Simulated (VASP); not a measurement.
# TiC with LDA: from relaxation to properties

Aim: relax TiC, then compute properties on the relaxed cell. The steps: full relaxation (LDA), second relaxation, single point with fields (LDA), band structure (LDA), density of states (LDA), volume scan with LDA, fit for LDA, field gradients at the nuclei (LDA) and self-consistent run (LDA), changed input. The start is a cell from a database of measured crystal structures.

Program: VASP 6.6.1. Level of theory: LDA; plane waves and PAW (Ti_sv, C). Results are calculated unless marked as measured.

Most raw output is cut from this account.

The database entry behind the starting cell differs from later determinations by our own check (0.1 to 0.3 % short, probably kX units), so it need not match the best structure at ambient conditions.

**1. The structure**

Before any relaxation, the start is as follows. The structure is cubic, space group Fm-3m (No. 225). Conventional cell: a = 4.319 Å, b = 4.319 Å, c = 4.319 Å, α = 90.00°, β = 90.00°, γ = 90.00°. Ti has 6 C at 2.16 Å nearest. Nearest to C lie 6 Ti at 2.16 Å. Farther neighbours are not listed.

**2. Full relaxation (LDA)**

Properties are meant for the cell that this level of theory prefers, so cell and atoms are relaxed first (ISIF = 3) until forces and stress are small; EDIFFG sets the threshold. LDA, the lowest rung, knows the local density alone.

Input file INCAR:

```
SYSTEM = TiC
PREC = Accurate
ENCUT = 520
EDIFF = 1E-06
NELM = 100
ISMEAR = 0
SIGMA = 0.05
LREAL = .FALSE.
ALGO = Normal
GGA = CA
NBANDS = 14
LORBIT = 11
LWAVE = .FALSE.
LCHARG = .FALSE.
KPAR = 2
IBRION = 2
NSW = 60
ISIF = 3
EDIFFG = -0.01
```

Input file POSCAR:

```
TiC
1.0
    0.0000000000      2.1593000000      2.1593000000
    2.1593000000      0.0000000000      2.1593000000
    2.1593000000      2.1593000000      0.0000000000
Ti C
1 1
Direct
    0.0000000000      0.0000000000      0.0000000000
    0.5000000000      0.5000000000      0.5000000000
```

Input file KPOINTS:

```
Automatic mesh
0
Gamma
9 9 9
0 0 0
```

The projector-augmented-wave data sets are Ti_sv and C (LDA family, release 64).

Run with:

```
$ mpirun -np 2 vasp_std
```

The job ended after 21 s (2 MPI ranks of AMD EPYC 7R43, shared host; peak memory 0.2 GiB; 39 s of CPU time).

The k-mesh is coarse for a metal. The run keeps the 48 symmetry operations of its start, so it cannot find a distortion of lower symmetry.

Relaxation path:

```
step  energy less that of the first step (eV)  largest force (eV/Å)  pressure (GPa)  volume (Å³)
   1                                   0.0000                0.0000           -9.80        20.14
   2                                   0.0251                0.0000           16.27        18.39
   3                                  -0.0235                0.0000           -0.13        19.40
```

```
conventional cell, symmetrised  before  after  change
                         a (Å)   4.319  4.265  -1.2 %
                         b (Å)   4.319  4.265  -1.2 %
                         c (Å)   4.319  4.265  -1.2 %
              volume (Å³/atom)   10.07   9.70  -3.7 %
```

Final coordinates:

```xyz
2
Lattice="0.0000 2.1327 2.1327 2.1327 0.0000 2.1327 2.1327 2.1327 0.0000" Properties=species:S:1:pos:R:3 pbc="T T T"
Ti    0.0000    0.0000    0.0000
C     2.1327    2.1327    2.1327
```

Numbers from this step:

| Item | Value |
| --- | --- |
| electrons | 16 |
| bands | 14 |
| irreducible k-points | 35 |
| symmetry operations | 48 |
| free energy (TOTEN) | -20.54 eV |
| energy at zero smearing | -20.54 eV |
| Fermi energy | 9.778 eV |
| pressure | -0.1327 GPa |
| metallic | yes |
| SCF cycles over all ionic steps | 38 |

It ends with forces that vanish by symmetry and a pressure of -0.13 GPa. The volume lies -3.7 % from that of the database's start, which holds the thermal and zero-point expansion of its experiment. LDA is known to overbind.

**3. Second relaxation**

The basis stayed that of the start cell while the cell moved. A rerun from the cell reached resets it; the error of the finite cutoff stays.

INCAR is that of step 2.

Input file POSCAR:

```
TiC
1.0
    0.0000000000      2.1326972404      2.1326972404
    2.1326972404      0.0000000000      2.1326972404
    2.1326972404      2.1326972404      0.0000000000
Ti C
1 1
Direct
    0.0000000000      0.0000000000      0.0000000000
    0.5000000000      0.5000000000      0.5000000000
```

KPOINTS is that of step 2.

Run with:

```
$ mpirun -np 2 vasp_std
```

Wall time 18 s (2 MPI ranks); peak memory 0.2 GiB; 34 s of CPU time.

Little changed from the start: no atom moved by 0.005 Å and no cell edge by 0.1 %.

This step gave:

```yaml
fermi_energy: 9.785 eV
pressure: 0.01653 GPa
scf_cycles_over_all_ionic_steps: 29
```

It ends with forces that vanish by symmetry and a pressure of 0.02 GPa. The volume moved by only 0.05 %, so the volume is settled.

**4. Single point with fields (LDA)**

The relaxed cell gets a fresh self-consistent run, on a basis set for its own volume, to fix the density and to check the remaining stress.

INCAR, as its differences from that of step 3:

```diff
@@ -13,7 +13,5 @@
 LWAVE = .FALSE.
-LCHARG = .FALSE.
-KPAR = 2
-IBRION = 2
-NSW = 60
-ISIF = 3
-EDIFFG = -0.01
+LCHARG = .TRUE.
+ISIF = 2
+LELF = .TRUE.
+LVHAR = .TRUE.
```

Input file POSCAR:

```
TiC
1.0
    0.0000000000      2.1323194484      2.1323194484
    2.1323194484      0.0000000000      2.1323194484
    2.1323194484      2.1323194484      0.0000000000
Ti C
1 1
Direct
    0.0000000000      0.0000000000      0.0000000000
    0.5000000000      0.5000000000      0.5000000000
```

KPOINTS is that of step 3.

Run with:

```
$ mpirun -np 2 vasp_std
```

Wall time 11 s (2 MPI ranks); peak memory 0.16 GiB.

This step gave:

* SCF cycles: 14
* pressure: -0.06719 GPa

Valence electrons inside each PAW sphere by angular momentum. Sphere charges, by row:

```
atom  s (e)  p (e)  d (e)  tot (e)
 Ti1  2.211  6.275   2.04    10.53
  C2  0.892  1.528      0     2.42
```

Valence density in the ac plane of the conventional cell at fractional y = 0.000, with atoms of Ti and C within 0.2 Å of it. It is the smooth field of the valence electrons, not physical close to the nuclei.

Values in e/Å³, 14 rows by 14 columns, each cell a mean:
```
11  6  2  1  1  1  2  2  1  1  1  1  4  9
 4  2  1  0  0  1  1  1  1  1  0  0  1  4
 1  1  0  0  0  0  1  1  1  0  0  0  0  1
 1  0  0  0  0  0  1  1  0  0  0  0  0  1
 1  1  0  0  0  1  2  2  1  1  0  0  1  1
 2  1  1  0  1  2  6  8  4  1  0  1  1  1
 2  2  1  1  1  4 11 13  8  2  1  1  1  2
 2  1  1  1  1  4  9 11  6  2  1  1  1  2
 1  1  1  0  0  1  4  4  2  1  0  0  1  1
 1  1  0  0  0  0  1  1  1  0  0  0  0  1
 1  0  0  0  0  0  1  1  0  0  0  0  0  1
 2  1  1  0  0  1  1  1  1  0  0  0  1  2
 8  4  1  0  1  1  1  2  1  1  0  1  2  6
13  8  2  1  1  1  2  2  2  1  1  1  4 11
```
Columns run along a (4.3 Å), rows up along c (4.3 Å), edges of the conventional cell, whose origin can differ from the input's. Atoms in or near the plane, at fractional coordinates: Ti at (0.00, 0.00), Ti at (0.50, 0.50), C at (0.50, 0.00), C at (0.00, 0.50).

ELF in the ac plane of the conventional cell at fractional y = 0.000, with atoms of Ti and C within 0.2 Å of it. It is the smooth field of the valence electrons, not physical close to the nuclei.

Ten even steps from '0' (0.11) to '9' (0.96), each cell a mean:
```
97325732573158
53115776773025
21013556542001
33311122111233
77630133201477
46731378521575
04732599832662
25731589732573
67730255311577
65420012101355
21112333331112
32014777763013
85215754673137
98326620473259
```
Columns run along a (4.3 Å), rows up along c (4.3 Å), edges of the conventional cell, whose origin can differ from the input's. Atoms in or near the plane, at fractional coordinates: Ti at (0.00, 0.00), Ti at (0.50, 0.50), C at (0.50, 0.00), C at (0.00, 0.50).

Electrostatic potential energy in the ac plane of the conventional cell at fractional y = 0.000, with atoms of Ti and C within 0.2 Å of it. With pseudopotentials it is smooth inside the atoms' cores, unlike the true potential.

Values in eV, 14 rows by 14 columns, each cell a mean:
```
-62 -56 -34  -9  -5 -24 -44 -38 -41 -11  -4 -19 -46 -61
-49 -40 -20  -4  -2  -7 -24 -30 -16  -3  -2  -9 -30 -46
-22 -15  -5  -1   0  -2  -5  -6  -3  -1   0  -2  -9 -19
 -5  -3  -1   0  -1  -4  -9 -11  -7  -2   0   0  -2  -4
-15  -7  -2  -1  -5 -20 -34 -37 -28 -12  -2  -1  -3 -11
-43 -31  -7  -3 -15 -40 -56 -59 -50 -28  -7  -3 -16 -41
-22 -43 -15  -5 -22 -49 -62 -63 -59 -37 -11  -6 -30 -38
-38 -41 -11  -4 -19 -46 -61 -62 -56 -34  -9  -5 -24 -44
-30 -16  -3  -2  -9 -30 -46 -49 -40 -20  -4  -2  -7 -24
 -6  -3  -1   0  -2  -9 -19 -22 -15  -5  -1   0  -2  -5
-11  -7  -2   0   0  -2  -4  -5  -3  -1   0  -1  -4  -9
-37 -28 -12  -2  -1  -3 -11 -15  -7  -2  -1  -5 -20 -34
-59 -50 -28  -7  -3 -16 -41 -43 -31  -7  -3 -15 -40 -56
-63 -59 -37 -11  -6 -30 -38 -22 -43 -15  -5 -22 -49 -62
```
Columns run along a (4.3 Å; values clipped at the 3rd and 97th percentile), rows up along c (4.3 Å), edges of the conventional cell, whose origin can differ from the input's. Atoms in or near the plane, at fractional coordinates: Ti at (0.00, 0.00), Ti at (0.50, 0.50), C at (0.50, 0.00), C at (0.00, 0.50).

In this run the pressure is -0.07 GPa, small enough to go on.

**5. Band structure (LDA)**

Levels along the symmetry lines show where the bands peak and cross; KPOINTS_OPT computes them in the converged potential.

Input file INCAR:

```
SYSTEM = TiC
PREC = Accurate
ENCUT = 520
EDIFF = 1E-06
NELM = 100
ISMEAR = 0
SIGMA = 0.05
LREAL = .FALSE.
ALGO = Normal
GGA = CA
NBANDS = 20
LORBIT = 11
LWAVE = .FALSE.
LCHARG = .FALSE.
KPAR = 2
```

POSCAR is that of step 4.

KPOINTS is that of step 4.

Input file KPOINTS_OPT:

```
Line mode
16
Line-mode
Reciprocal
  0.00000000   0.00000000   0.00000000 GAMMA
  0.50000000   0.00000000   0.50000000 X

  0.50000000   0.00000000   0.50000000 X
  0.50000000   0.25000000   0.75000000 W

  0.50000000   0.25000000   0.75000000 W
  0.37500000   0.37500000   0.75000000 K

  0.37500000   0.37500000   0.75000000 K
  0.00000000   0.00000000   0.00000000 GAMMA

  0.00000000   0.00000000   0.00000000 GAMMA
  0.50000000   0.50000000   0.50000000 L

  0.50000000   0.50000000   0.50000000 L
  0.62500000   0.25000000   0.62500000 U

  0.62500000   0.25000000   0.62500000 U
  0.50000000   0.25000000   0.75000000 W

  0.50000000   0.25000000   0.75000000 W
  0.50000000   0.50000000   0.50000000 L

  0.50000000   0.50000000   0.50000000 L
  0.37500000   0.37500000   0.75000000 K

  0.62500000   0.25000000   0.62500000 U
  0.50000000   0.00000000   0.50000000 X
```

Run with:

```
$ mpirun -np 2 vasp_std
```

Elapsed: 44 s, on 2 MPI ranks; peak memory 0.21 GiB; 86 s of CPU time.

This step gave:

```
SCF cycles : 15
bands      : 20
pressure   : -0.03431 GPa
```

Electronic bands along the path, in eV, zero at the Fermi level; # counts the bands kept:

```
          point      #1     #2     #3     #4     #5    #6    #7    #8
              Γ  -12.41   0.65   0.65   0.65   1.76  1.76  1.76  1.82
0.47 of the way  -10.99  -3.32  -0.60  -0.40  -0.40  2.28  3.87  3.87
              X  -10.10  -3.38  -1.81   0.05   0.05  2.90  3.71  3.71
0.47 of the way   -9.82  -3.38  -2.48  -1.47   1.16  3.66  3.71  4.19
              W   -9.42  -3.19  -3.19  -2.79   2.93  2.93  3.72  5.55
0.47 of the way   -9.46  -3.40  -3.32  -2.27   2.15  3.26  3.87  5.53
              K   -9.51  -3.58  -3.36  -1.76   1.52  3.30  4.04  5.78
0.47 of the way  -10.27  -3.72  -2.44  -2.27   1.74  3.02  3.89  4.85
              Γ  -12.41   0.65   0.65   0.65   1.76  1.76  1.76  1.82
0.47 of the way  -11.18  -2.51  -1.61  -1.61   1.70  1.70  2.90  5.89
              L   -8.64  -6.03  -3.04  -3.04   3.07  3.07  4.34  8.55
0.47 of the way   -8.94  -5.32  -3.07  -2.69   2.67  3.06  4.09  7.20
              U   -9.51  -3.58  -3.36  -1.76   1.52  3.30  4.04  5.78
0.47 of the way   -9.47  -3.44  -3.33  -2.17   2.02  3.27  3.90  5.57
              W   -9.42  -3.19  -3.19  -2.79   2.93  2.93  3.72  5.55
0.53 of the way   -9.01  -5.11  -3.07  -2.64   2.75  2.92  4.03  7.00
              L   -8.64  -6.03  -3.04  -3.04   3.07  3.07  4.34  8.55
0.47 of the way   -8.94  -5.32  -3.07  -2.69   2.67  3.06  4.09  7.20
              K   -9.51  -3.58  -3.36  -1.76   1.52  3.30  4.04  5.78
      jump to U   -9.51  -3.58  -3.36  -1.76   1.52  3.30  4.04  5.78
0.53 of the way   -9.95  -3.39  -2.32  -0.62   0.44  3.62  3.80  3.82
              X  -10.10  -3.38  -1.81   0.05   0.05  2.90  3.71  3.71
```

Of the projections kept (Ti, C), the largest for each band there; the rest of the weight can lie on other orbitals:

```
point      #1       #2       #3       #4       #5       #6       #7       #8
    Γ  C 0.67  Ti 1.00  Ti 1.00  Ti 1.00   C 0.93   C 0.93   C 0.94  Ti 1.00
    X  C 0.66   C 0.58  Ti 1.00   C 0.79   C 0.79  Ti 1.00  Ti 1.00  Ti 1.00
    W  C 0.69  Ti 0.58  Ti 0.58  Ti 0.54  Ti 0.80  Ti 0.80  Ti 1.00  Ti 0.90
    K  C 0.69  Ti 0.63  Ti 0.51  Ti 0.54  Ti 0.77  Ti 1.00  Ti 0.91  Ti 0.80
    Γ  C 0.67  Ti 1.00  Ti 1.00  Ti 1.00   C 0.93   C 0.93   C 0.94  Ti 1.00
    L  C 0.78  Ti 0.61  Ti 0.63  Ti 0.63  Ti 0.99  Ti 0.99  Ti 0.86  Ti 0.54
```

There is no gap at this level.

Of the bands kept, 4 cross the Fermi level on this path.

**6. Density of states (LDA)**

A density of states needs more k-points than a total energy; ISMEAR = -5 takes tetrahedra, and LORBIT projects the states on the PAW spheres. The mesh is finer than in the run before.

INCAR, as its differences from that of step 5:

```diff
@@ -5,3 +5,3 @@
 NELM = 100
-ISMEAR = 0
+ISMEAR = -5
 SIGMA = 0.05
@@ -15 +15,2 @@
 KPAR = 2
+NEDOS = 2001
```

POSCAR is that of step 5.

Input file KPOINTS:

```
Automatic mesh
0
Gamma
13 13 13
0 0 0
```

Run with:

```
$ mpirun -np 2 vasp_std
```

Elapsed: 38 s, on 2 MPI ranks; peak memory 0.23 GiB.

With tetrahedra the forces and stress of a metal are not exact derivatives of the energy.

This step gave:

* irreducible k-points: 84
* Fermi energy: 9.818 eV
* pressure: -0.1070 GPa
* DOS at the Fermi level: 0.2334 states/eV/cell

The density of states has structure finer than the step of the table below, so its rows give means over 0.5 eV, whole bins alone (the curve runs from -12.0 to 1.75 eV). Peaks (eV: height): total -9.29: 2.00, -3.98: 1.34, -3.08: 3.82, -2.50: 3.24; Ti d -9.44: 0.22, -3.98: 0.277, -3.08: 1.19, -2.50: 1.22; C p -3.98: 0.338, -3.46: 0.338, -3.08: 0.947, -2.50: 0.872; Ti p -9.29: 0.132, -3.46: 0.181, -3.12: 0.272; Ti s -10.06: 0.0498, -4.42: 0.0797, -2.50: 0.0195.

States under -12.0 eV and over 1.8 eV are left out. Table of density of states by energy, zero at the Fermi level; means over each step; values in states/eV/cell:

```
energy (eV)    total     Ti d      C p     Ti p     Ti s      C s
      -11.5    0.162   6.5e-4  0.00111  0.00517   0.0224   0.0579
      -11.0    0.240  0.00290  0.00204   0.0108   0.0283   0.0886
      -10.5    0.371   0.0111  0.00321   0.0204   0.0339    0.143
      -10.0    0.923   0.0917  0.00466   0.0416   0.0432    0.387
       -9.5     1.57    0.174  0.00506   0.0897   0.0296    0.694
       -9.0    0.623   0.0425  0.00181   0.0543  0.00653    0.283
       -8.5  0.00381   5.4e-5   9.6e-6   4.6e-4   2.9e-5  0.00177
       -8.0        0        0        0        0        0        0
       -7.5        0        0        0        0        0        0
       -7.0        0        0        0        0        0        0
       -6.5        0        0        0        0        0        0
       -6.0   0.0392  0.00715  0.00818   4.0e-4  0.00501   4.6e-4
       -5.5    0.237   0.0448   0.0505  0.00451   0.0271  0.00358
       -5.0    0.502    0.101    0.111   0.0142   0.0482  0.00854
       -4.5    0.956    0.205    0.222   0.0364   0.0738   0.0160
       -4.0     1.12    0.231    0.279   0.0739   0.0573   0.0166
       -3.5    0.771    0.135    0.198   0.0816   0.0193  0.00940
       -3.0     2.47    0.791    0.607    0.164  0.00887  0.00821
       -2.5     2.57    0.983    0.670   0.0844   0.0123  0.00638
       -2.0     1.45    0.572    0.363   0.0474  0.00693  0.00460
       -1.5    0.870    0.332    0.229   0.0305  0.00378  0.00295
       -1.0    0.585    0.211    0.164   0.0238  0.00195  0.00171
       -0.5    0.346    0.120    0.100   0.0162   6.8e-4   6.6e-4
        0.0    0.249   0.0977   0.0627   0.0115   4.4e-4   4.1e-4
        0.5    0.430    0.215   0.0791   0.0148  0.00163  0.00117
        1.0    0.672    0.414   0.0828   0.0129  0.00330  0.00242
        1.5    0.849    0.582   0.0801   0.0105  0.00489  0.00362
```

The finer mesh and the other smearing move the Fermi level by +0.03 eV from the 9×9×9 run, a small shift, which tests the Fermi level alone. Of the states within 0.3 eV of the Fermi level, the largest shares in the PAW spheres are Ti d 39 % and C p 25 %. The rest lies in smaller channels or between the spheres.

**7. Volume scan with LDA, volume scale 0.94**

An equation of state needs energies on both sides of the minimum, all on one mesh and cutoff.

Input file INCAR:

```
SYSTEM = TiC
PREC = Accurate
ENCUT = 520
EDIFF = 1E-06
NELM = 100
ISMEAR = 0
SIGMA = 0.05
LREAL = .FALSE.
ALGO = Normal
GGA = CA
NBANDS = 14
LORBIT = 11
LWAVE = .FALSE.
LCHARG = .FALSE.
KPAR = 2
ISIF = 2
```

Input file POSCAR:

```
TiC
1.0
    0.0000000000      2.0887905110      2.0887905110
    2.0887905110      0.0000000000      2.0887905110
    2.0887905110      2.0887905110      0.0000000000
Ti C
1 1
Direct
    0.0000000000      0.0000000000      0.0000000000
    0.5000000000      0.5000000000      0.5000000000
```

Input file KPOINTS:

```
Automatic mesh
0
Gamma
9 9 9
0 0 0
```

Run with:

```
$ mpirun -np 2 vasp_std
```

It took 11 s on 2 MPI ranks; peak memory 0.19 GiB; 21 s of CPU time.

The scan keeps the cell's shape and the fractional positions fixed.

This step gave:

* SCF cycles: 14
* bands: 14
* irreducible k-points: 35
* free energy (TOTEN): -20.47 eV
* energy at zero smearing: -20.47 eV
* Fermi energy: 10.59 eV
* pressure: 19.50 GPa

The pressure here is 19.50 GPa.

**8. Volume scan with LDA, volume scale 0.96**

INCAR is that of step 7.

Input file POSCAR:

```
TiC
1.0
    0.0000000000      2.1035007880      2.1035007880
    2.1035007880      0.0000000000      2.1035007880
    2.1035007880      2.1035007880      0.0000000000
Ti C
1 1
Direct
    0.0000000000      0.0000000000      0.0000000000
    0.5000000000      0.5000000000      0.5000000000
```

KPOINTS is that of step 7.

Run with:

```
$ mpirun -np 2 vasp_std
```

It took 12 s on 2 MPI ranks; peak memory 0.2 GiB; 22 s of CPU time.

This step gave:

```yaml
free_energy_toten: -20.51 eV
energy_at_zero_smearing: -20.51 eV
fermi_energy: 10.31 eV
pressure: 12.33 GPa
```

The pressure falls from 19.50 to 12.33 GPa.

The run ends at a pressure of 12.33 GPa.

**9. Volume scan with LDA, volume scale 0.98**

INCAR is that of step 8.

Input file POSCAR:

```
TiC
1.0
    0.0000000000      2.1180081484      2.1180081484
    2.1180081484      0.0000000000      2.1180081484
    2.1180081484      2.1180081484      0.0000000000
Ti C
1 1
Direct
    0.0000000000      0.0000000000      0.0000000000
    0.5000000000      0.5000000000      0.5000000000
```

KPOINTS is that of step 8.

Run with:

```
$ mpirun -np 2 vasp_std
```

Run time: 9.8 s. Hardware: 2 MPI ranks; peak memory 0.18 GiB; 18 s of CPU time.

The pressure falls from 12.33 to 5.85 GPa.

The run ends at a pressure of 5.85 GPa.

**10. Volume scan with LDA, volume scale 1**

INCAR is that of step 9.

Input file POSCAR:

```
TiC
1.0
    0.0000000000      2.1323194484      2.1323194484
    2.1323194484      0.0000000000      2.1323194484
    2.1323194484      2.1323194484      0.0000000000
Ti C
1 1
Direct
    0.0000000000      0.0000000000      0.0000000000
    0.5000000000      0.5000000000      0.5000000000
```

KPOINTS is that of step 9.

Run with:

```
$ mpirun -np 2 vasp_std
```

The job ended after 11 s (2 MPI ranks; peak memory 0.17 GiB; 20 s of CPU time).

The pressure falls from 5.85 to -0.07 GPa, so it vanishes between these two volumes.

**11. Volume scan with LDA, volume scale 1.02**

INCAR is that of step 10.

Input file POSCAR:

```
TiC
1.0
    0.0000000000      2.1464411808      2.1464411808
    2.1464411808      0.0000000000      2.1464411808
    2.1464411808      2.1464411808      0.0000000000
Ti C
1 1
Direct
    0.0000000000      0.0000000000      0.0000000000
    0.5000000000      0.5000000000      0.5000000000
```

KPOINTS is that of step 10.

Run with:

```
$ mpirun -np 2 vasp_std
```

Wall time 12 s (2 MPI ranks); peak memory 0.2 GiB.

The pressure falls from -0.07 to -5.38 GPa.

The run ends at a pressure of -5.38 GPa.

(Part 1 of 2 ends here.)

[Lines on the potential files, build, host, timing and source positions are cut from VASP's logs without a mark.]

[Logs are printed without paths, hosts, clocks, repeated set-up lines and the standing remarks that a program may print on its own settings, such as how far it seeks lower states.]

[Hosts, paths, dates, database ids (printed as entryN), source tags and the programs' standing remarks are cut or masked in the printed files.]

[A measured line is paired with the nearest computed mode of its activity, which favours agreement.]
